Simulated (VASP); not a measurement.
# NaY (Pm-3m) in VASP: a series of runs

The runs below take NaY through relaxation of cell and atoms, relaxation of the atoms, with PBE, RPBE.

Everything below comes from runs of VASP 6.6.1. Logs are shortened: lines on timing, memory, paths and dates and some standing lists are left out, and cuts for length are marked.

## Step 1: The structure

Symmetry: Pm-3m, No. 221, cubic system. Conventional cell: a = 4.012 Å, b = 4.012 Å, c = 4.012 Å, α = 90.00°, β = 90.00°, γ = 90.00°. Na (site symmetry m-3m) is surrounded by 8 Y at 3.47 Å. Y (site symmetry m-3m) has 8 Na at 3.47 Å as nearest neighbours.

The cell was built by a generator and needn't be a form met in nature.

## Step 2: Relaxation of cell and atoms, PBE

Contents of INCAR:

```
SYSTEM = NaY
  PREC = Accurate
  ENCUT = 600
  EDIFF = 1E-6
  ISMEAR = -1
  SIGMA = 0.05
  LREAL = .False.
  LASPH = .True.
  NELM = 100
  ALGO = Normal
  ISIF = 3
  LWAVE = .False.
  LCHARG = .False.
  GGA = PE
  IBRION = 2
  NSW = 40
  EDIFFG = -0.02
```

Contents of KPOINTS:

```
regular mesh
0
Gamma
  5 5 5
  0 0 0
```

Contents of POSCAR:

```
NaY
1.0
    4.0118800000      0.0000000000      0.0000000000
    0.0000000000      4.0118800000      0.0000000000
    0.0000000000      0.0000000000      4.0118800000
Na Y
1 1
Direct
    0.0000000000      0.0000000000      0.0000000000
    0.5000000000      0.5000000000      0.5000000000
```

Potentials or basis: VASP PAW PBE potentials, release 64 (Na_pv, Y_sv).

Command:

```bash
$ cat potpaw_PBE.64/Na_pv/POTCAR potpaw_PBE.64/Y_sv/POTCAR > POTCAR
$ mpirun -np 1 vasp_std > vasp.out
```

OUTCAR:

```text
SYSTEM = NaY
   PREC = Accurate
   ENCUT = 600
   EDIFF = 1E-6
   ISMEAR = -1
   LREAL = .False.
   LASPH = .True.
   NELM = 100
   ISIF = 3
   GGA = PE
   IBRION = 2
   NSW = 40
   EDIFFG = -0.02

 ion  position               nearest neighbor table
   1  0.000  0.000  0.000-   2 3.47   2 3.47   2 3.47   2 3.47   2 3.47   2 3.47   2 3.47   2 3.47

   2  0.500  0.500  0.500-   1 3.47   1 3.47   1 3.47   1 3.47   1 3.47   1 3.47   1 3.47   1 3.47

  LATTYP: Found a simple cubic cell.
 ALAT       =     4.0118800000

  Lattice vectors:

 A1 = (   4.0118800000,   0.0000000000,   0.0000000000)
 A2 = (   0.0000000000,   4.0118800000,   0.0000000000)
 A3 = (   0.0000000000,   0.0000000000,   4.0118800000)

Analysis of symmetry for initial positions (statically):
=====================================================================
 Subroutine PRICEL returns:
 Original cell was already a primitive cell.

 Routine SETGRP: Setting up the symmetry group for a
 simple cubic supercell.

 Subroutine GETGRP returns: Found 48 space group operations
 (whereof 48 operations were pure point group operations)
 out of a pool of 48 trial point group operations.

The static configuration has the point symmetry O_h .

Analysis of symmetry for dynamics (positions and initial velocities):
=====================================================================
 Subroutine PRICEL returns:
 Original cell was already a primitive cell.

 Routine SETGRP: Setting up the symmetry group for a
 simple cubic supercell.

 Subroutine GETGRP returns: Found 48 space group operations
 (whereof 48 operations were pure point group operations)
 out of a pool of 48 trial point group operations.

The dynamic configuration has the point symmetry O_h .

 Subroutine INISYM returns: Found 48 space group operations
 (whereof 48 operations are pure point group operations),
 and found     1 'primitive' translations

----------------------------------------------------------------------------------------

                                     Primitive cell

  volume of cell :      64.5719

  direct lattice vectors                    reciprocal lattice vectors
     4.011880000  0.000000000  0.000000000     0.249259699  0.000000000  0.000000000
     0.000000000  4.011880000  0.000000000     0.000000000  0.249259699  0.000000000
     0.000000000  0.000000000  4.011880000     0.000000000  0.000000000  0.249259699

  length of vectors
     4.011880000  4.011880000  4.011880000     0.249259699  0.249259699  0.249259699

  position of ions in fractional coordinates (direct lattice)
     0.000000000  0.000000000  0.000000000
     0.500000000  0.500000000  0.500000000

  ion indices of the primitive-cell ions
   primitive index   ion index
                 1           1
                 2           2

----------------------------------------------------------------------------------------

 KPOINTS: regular mesh

Automatic generation of k-mesh.
 Grid dimensions read from file:
 generate k-points for:    5    5    5

 Generating k-lattice:

  Cartesian coordinates                     Fractional coordinates (reciprocal lattice)
     0.049851940  0.000000000  0.000000000     0.200000000  0.000000000  0.000000000
     0.000000000  0.049851940  0.000000000     0.000000000  0.200000000  0.000000000
     0.000000000  0.000000000  0.049851940     0.000000000  0.000000000  0.200000000

  Length of vectors
     0.049851940  0.049851940  0.049851940

  Shift w.r.t. Gamma in fractional coordinates (k-lattice)
     0.000000000  0.000000000  0.000000000

 Subroutine IBZKPT returns following result:
 ===========================================

 Found     10 irreducible k-points:

 Following reciprocal coordinates:
            Coordinates               Weight
  0.000000  0.000000  0.000000      1.000000
  0.200000  0.000000  0.000000      6.000000
  0.400000  0.000000  0.000000      6.000000
  0.200000  0.200000  0.000000     12.000000
  0.400000  0.200000  0.000000     24.000000
  0.400000  0.400000  0.000000     12.000000
  0.200000  0.200000  0.200000      8.000000
  0.400000  0.200000  0.200000     24.000000
  0.400000  0.400000  0.200000     24.000000
  0.400000  0.400000  0.400000      8.000000
   k-points           NKPTS =     10   k-points in BZ     NKDIM =     10   number of bands    NBANDS=     13
   number of dos      NEDOS =    301   number of ions     NIONS =      2
   total plane-waves  NPLWV =  32768
   dimension x,y,z NGX =    32 NGY =   32 NGZ =   32
   dimension x,y,z NGXF=    64 NGYF=   64 NGZF=   64
   ions per type =               1   1
   NGX,Y,Z   is equivalent  to a cutoff of  13.26, 13.26, 13.26 a.u.
   NGXF,Y,Z  is equivalent  to a cutoff of  26.52, 26.52, 26.52 a.u.
 SYSTEM =  NaY
   PREC   = accura    normal or accurate (medium, high low for compatibility)
   ISTART =      0    job   : 0-new  1-cont  2-samecut
   ICHARG =      2    charge: 1-file 2-atom 10-const
   ISPIN  =      1    spin polarized calculation?
   LNONCOLLINEAR =      F non collinear calculations
   LSORBIT =      F    spin-orbit coupling
   LASPH  =      T    aspherical Exc in radial PAW
   ENCUT  =  600.0 eV  44.10 Ry    6.64 a.u.   8.01  8.01  8.01*2*pi/ulx,y,z
   NELM   =    100;   NELMIN=  2; NELMDL= -5     # of ELM steps
   EDIFF  = 0.1E-05   stopping-criterion for ELM
   LREAL  =      F    real-space projection
   EDIFFG = -.2E-01   stopping-criterion for IOM
   NSW    =     40    number of steps for IOM
   IBRION =      2    ionic relax: 0-MD 1-quasi-New 2-CG
   NFREE  =      1    steps in history (QN), initial steepest desc. (CG)
   ISIF   =      3    stress and relaxation
   ISYM   =      2    0-nonsym 1-usesym 2-fastsym
   POTIM  = 0.5000    time-step for ionic-motion
   TEBEG  =    0.0;   TEEND  =   0.0 temperature during run
   PSTRESS=    0.0 pullay stress
   NELECT =      18.0000    total number of electrons
   NUPDOWN=      -1.0000    fix difference up-down
   EMIN   =  10.00;   EMAX   =-10.00  energy-range for DOS
   EFERMI =   0.00;   METHOD = LEGACY
   ISMEAR =    -1;   SIGMA  =   0.05  broadening in eV -4-tet -1-fermi 0-gaus
   EFERMI_NEDOS =   21; number of points for ismear=-14 and -15
   IALGO  =     38    algorithm
   IMIX   =      4    mixing-type and parameters
     AMIX     =   0.40;   BMIX     =  1.00
     AMIX_MAG =   1.60;   BMIX_MAG =  1.00
  volume/ion in A,a.u.               =      32.29       217.88
  Fermi-wavevector in a.u.,A,eV,Ry     =   1.069427  2.020924 15.560625  1.143674
  Thomas-Fermi vector in A             =   2.205106
   LORBIT       =      0    0 simple, 1 ext, 2 COOP (PROOUT), +10 PAW based schemes
   GGA     = PE    functional components
   LHFCALC =     F    Hartree Fock is set to
   AEXX    =    0.0000 exact exchange contribution
   IVDW    =     0    specifies the selected vdW correction
   LEPSILON=     F    determine dielectric tensor
   LRPA    =     F    only Hartree local field effects (RPA)
 conjugate gradient relaxation of ions
 non-spin polarized calculation
  energy-cutoff  :      600.00
  volume of cell :       64.57
 maximum number of plane-waves:      2188
   NGX = 17   NGY = 17   NGZ = 17

 number of electron      17.9999982 magnetization

 Free energy of the ion-electron system (eV)
  ---------------------------------------------------
  ext. energy  EPLUGINS =         0.00000000
  ---------------------------------------------------
  free energy    TOTEN  =        -6.92088845 eV

  energy without entropy =       -6.90110161  energy(sigma->0) =       -6.91099503

 E-fermi :   1.8751     XC(G=0):  -8.3250

 val. band max:        1.8743087394   @ k =   0.2000   0.2000   0.0000
 cond. band min:       1.9551138101   @ k =   0.2000   0.2000   0.0000
 fundamental gap:      0.0808050707
 Fermi energy:         1.8751358029

 k-point     1 :       0.0000    0.0000    0.0000
  band No.  band energies     occupation
      1     -41.7362      2.00000
      2     -21.7936      2.00000
      3     -21.7936      2.00000
      4     -21.7936      2.00000
      5     -21.6014      2.00000
      6     -21.6014      2.00000
      7     -21.6014      2.00000
      8      -2.3420      2.00000
      9       1.7004      1.94105
     10       1.7004      1.94105
     11       4.6638      0.00000
     12       4.6638      0.00000
     13       4.6638      0.00000

 k-point     2 :       0.2000    0.0000    0.0000
  band No.  band energies     occupation
      1     -41.7347      2.00000
      2     -21.7928      2.00000
      3     -21.7851      2.00000
      4     -21.7851      2.00000
      5     -21.6390      2.00000
      6     -21.6072      2.00000
      7     -21.6072      2.00000
      8      -1.9010      2.00000
      9       1.7271      1.90162
     10       1.8556      1.19274
     11       4.1169      0.00000
     12       4.1169      0.00000
     13       4.7169      0.00000

 k-point     3 :       0.4000    0.0000    0.0000
  band No.  band energies     occupation
      1     -41.7321      2.00000
      2     -21.7838      2.00000
      3     -21.7699      2.00000
      4     -21.7699      2.00000
      5     -21.7068      2.00000
      6     -21.6179      2.00000
      7     -21.6179      2.00000
      8      -0.7779      2.00000
      9       1.0399      2.00000
     10       2.1466      0.00874
     11       3.5221      0.00000
     12       3.5221      0.00000
     13       4.8062      0.00000
[... 81 lines left out ...]
 k-point     9 :       0.4000    0.4000    0.2000
  band No.  band energies     occupation
      1     -41.7264      2.00000
      2     -21.8207      2.00000
      3     -21.8170      2.00000
      4     -21.7718      2.00000
      5     -21.6645      2.00000
      6     -21.6549      2.00000
      7     -21.6379      2.00000
      8       0.7842      2.00000
      9       1.6372      1.98301
     10       2.1451      0.00901
     11       2.6681      0.00000
     12       3.7541      0.00000
     13       3.8872      0.00000

 k-point    10 :       0.4000    0.4000    0.4000
  band No.  band energies     occupation
      1     -41.7239      2.00000
      2     -21.8001      2.00000
      3     -21.7848      2.00000
      4     -21.7848      2.00000
      5     -21.6857      2.00000
      6     -21.6857      2.00000
      7     -21.6708      2.00000
      8       1.2486      1.99999
      9       1.7004      1.94112
     10       1.7004      1.94112
     11       3.6976      0.00000
     12       4.0538      0.00000
     13       4.0538      0.00000

------------------------ aborting loop because EDIFF is reached ----------------------------------------

  FORCE on cell =-STRESS in cart. coord.  units (eV):
  Direction    XX          YY          ZZ          XY          YZ          ZX
  --------------------------------------------------------------------------------------
  -------------------------------------------------------------------------------------
  Total       -0.0253102     -0.0253102     -0.0253102     -0.0000000      0.0000000     -0.0000000
  in kB       -0.6280041     -0.6280041     -0.6280041     -0.0000000      0.0000000     -0.0000000
  external PRESSURE =      -0.6280041 kB  Pullay stress =       0.0000000 kB

 VOLUME and BASIS-vectors are now :
 -----------------------------------------------------------------------------
  energy-cutoff  :      600.00
  volume of cell :       64.57
      direct lattice vectors                 reciprocal lattice vectors
     4.011880000  0.000000000  0.000000000     0.249259699  0.000000000  0.000000000
     0.000000000  4.011880000  0.000000000     0.000000000  0.249259699  0.000000000
     0.000000000  0.000000000  4.011880000     0.000000000  0.000000000  0.249259699

 POSITION                                       TOTAL-FORCE (eV/Angst)
 -----------------------------------------------------------------------------------
      0.00000      0.00000      0.00000         0.000000      0.000000      0.000000
      2.00594      2.00594      2.00594         0.000000      0.000000      0.000000
 -----------------------------------------------------------------------------------
    total drift:                                0.000000      0.000000     -0.000000

  FREE ENERGIE OF THE ION-ELECTRON SYSTEM (eV)
  ---------------------------------------------------
  free  energy   TOTEN  =        -6.9208884468 eV

  energy  without entropy=       -6.9011016085  energy(sigma->0) =       -6.91099503

 reached required accuracy - stopping structural energy minimisation
```

It took 8.2 s on 1 thread of Intel Xeon 6975P-C (Granite Rapids), shared host; peak memory 0.18 GiB.

Results:

```
Free energy             : -6.9209 eV
Pressure after relaxing : -0.1 GPa
Band gap on the k mesh  : none (metal or under the smearing width)
```

Final structure:
```cif
data_structure
_symmetry_space_group_name_H-M 'P 1'
_symmetry_Int_Tables_number 1
_cell_length_a 4.0119
_cell_length_b 4.0119
_cell_length_c 4.0119
_cell_angle_alpha 90.000
_cell_angle_beta 90.000
_cell_angle_gamma 90.000
_cell_volume 64.57
loop_
_atom_site_label
_atom_site_type_symbol
_atom_site_fract_x
_atom_site_fract_y
_atom_site_fract_z
_atom_site_occupancy
Na1 Na 0.00000 0.00000 0.00000 1
Y1 Y 0.50000 0.50000 0.50000 1
```

Caveat: the relaxation stopped at its first step, so nothing moved.

[end of part 1 of 2]
